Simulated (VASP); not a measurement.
All values below come from PBEsol GGA, VASP's PBE PAW potentials (set 64) (plane waves; VASP).

VASP input:

**INCAR**
```
LASPH = .TRUE.
LCHARG = .FALSE.
LMAXMIX = 4
ENCUT = 400
IBRION = 2   # conjugate gradients
LREAL = .FALSE.   # projection in real space or not
NELM = 100
NSW = 60   # most ionic steps
PREC = Accurate
ISMEAR = 0
GGA = PS
ISIF = 3   # ions, shape and volume
SIGMA = 0.05
EDIFF = 1E-6
SYSTEM = YP
ALGO = Normal
LWAVE = .FALSE.
EDIFFG = -0.01
```

KPOINTS:
```
Automatic mesh
0
Gamma
7 7 7
0 0 0
```

POSCAR:
```
YP
1
   -0.0000000000     3.1107641873     3.1107641873
    3.1107641873    -0.0000000000     3.1107641873
    3.1107641873     3.1107641873    -0.0000000000
Y P
1 1
Direct
  0.0000000000   0.0000000000   0.0000000000
  0.2500000000   0.2500000000   0.2500000000
```

POTCAR, in this order: Y_sv P (PBE.64 set). Program: vasp_std.

Output of the run:

### OSZICAR
```
       N       E                     dE             d eps       ncg     rms          rms(c)
DAV:   1     0.438147162732E+02    0.43815E+02   -0.65715E+03   480   0.979E+02
DAV:   2    -0.129674896683E+02   -0.56782E+02   -0.53204E+02   604   0.190E+02
DAV:   3    -0.161145793689E+02   -0.31471E+01   -0.31138E+01   692   0.374E+01
DAV:   4    -0.162794378964E+02   -0.16486E+00   -0.16467E+00   700   0.853E+00
DAV:   5    -0.162819418053E+02   -0.25039E-02   -0.25035E-02   680   0.106E+00    0.290E+01
DAV:   6    -0.147069692590E+02    0.15750E+01   -0.42364E+00   544   0.103E+01    0.210E+01
DAV:   7    -0.146770125868E+02    0.29957E-01   -0.13529E+00   740   0.584E+00    0.803E+00
DAV:   8    -0.146627437977E+02    0.14269E-01   -0.26357E-01   544   0.301E+00    0.545E-01
DAV:   9    -0.146588681819E+02    0.38756E-02   -0.30285E-02   584   0.102E+00    0.225E-01
DAV:  10    -0.146588485484E+02    0.19633E-04   -0.10555E-03   592   0.275E-01    0.199E-01
DAV:  11    -0.146588817438E+02   -0.33195E-04   -0.26971E-04   732   0.113E-01    0.468E-02
DAV:  12    -0.146588860851E+02   -0.43414E-05   -0.24365E-05   644   0.411E-02    0.881E-03
DAV:  13    -0.146588868272E+02   -0.74205E-06   -0.32254E-06   604   0.124E-02
   1 F= -.14658887E+02 E0= -.14658887E+02  d E =-.146589E+02
       N       E                     dE             d eps       ncg     rms          rms(c)
DAV:   1    -0.146591392492E+02   -0.25316E-03   -0.50692E-03   624   0.541E-01    0.122E-01
DAV:   2    -0.146589354009E+02    0.20385E-03   -0.51071E-04   604   0.211E-01    0.676E-02
DAV:   3    -0.146588799967E+02    0.55404E-04   -0.45426E-04   748   0.125E-01    0.596E-02
DAV:   4    -0.146588864865E+02   -0.64899E-05   -0.24235E-05   592   0.452E-02    0.263E-02
DAV:   5    -0.146588905620E+02   -0.40755E-05   -0.95440E-06   920   0.159E-02    0.533E-03
DAV:   6    -0.146588907516E+02   -0.18953E-06   -0.22596E-06   596   0.830E-03
   2 F= -.14658891E+02 E0= -.14658891E+02  d E =-.392438E-05
```

**OUTCAR**
```
------------------------ aborting loop because EDIFF is reached ----------------------------------------
  FORCE on cell =-STRESS in cart. coord.  units (eV):
  Direction    XX          YY          ZZ          XY          YZ          ZX
  --------------------------------------------------------------------------------------
  Total       -0.0172128     -0.0172128     -0.0172128      0.0000000     -0.0000000     -0.0000000
  in kB       -0.4573052     -0.4573052     -0.4573052      0.0000000     -0.0000000     -0.0000000
  external PRESSURE =      -0.4573052 kB  Pullay stress =       0.0000000 kB
  volume of cell :       60.31
      direct lattice vectors                 reciprocal lattice vectors
    -0.000000000  3.112497672  3.112497672    -0.160642690  0.160642690  0.160642690
     3.112497672 -0.000000000  3.112497672     0.160642690 -0.160642690  0.160642690
     3.112497672  3.112497672 -0.000000000     0.160642690  0.160642690 -0.160642690
 POSITION                                       TOTAL-FORCE (eV/Angst)
 -----------------------------------------------------------------------------------
      6.22500      3.11250      3.11250         0.000000     -0.000000     -0.000000
      1.55625      1.55625      1.55625        -0.000000      0.000000      0.000000
 -----------------------------------------------------------------------------------
    total drift:                               -0.000000     -0.000000     -0.000000
  FREE ENERGIE OF THE ION-ELECTRON SYSTEM (eV)
  ---------------------------------------------------
  free  energy   TOTEN  =       -14.6588907516 eV

  energy  without entropy=      -14.6588907516  energy(sigma->0) =      -14.65889075

 reached required accuracy - stopping structural energy minimisation
```
(Selected blocks of OUTCAR.)

### CONTCAR
```
YP
   1.00000000000000
    -0.0000000000000000    3.1124976720645066    3.1124976720645066
     3.1124976720645066   -0.0000000000000000    3.1124976720645066
     3.1124976720645066    3.1124976720645066   -0.0000000000000000
  Y               P
     1     1
Direct
     0.0000000000000000    1.0000000000000000    1.0000000000000000
     0.2500000000000000    0.2500000000000000    0.2500000000000000
```

The structure was generated: YP was put into the zinc blende type (F-43m), which need not be its known phase. This run relaxes it. Symmetry was kept, so distortions that lower it aren't found. The start is the result of an earlier pass.
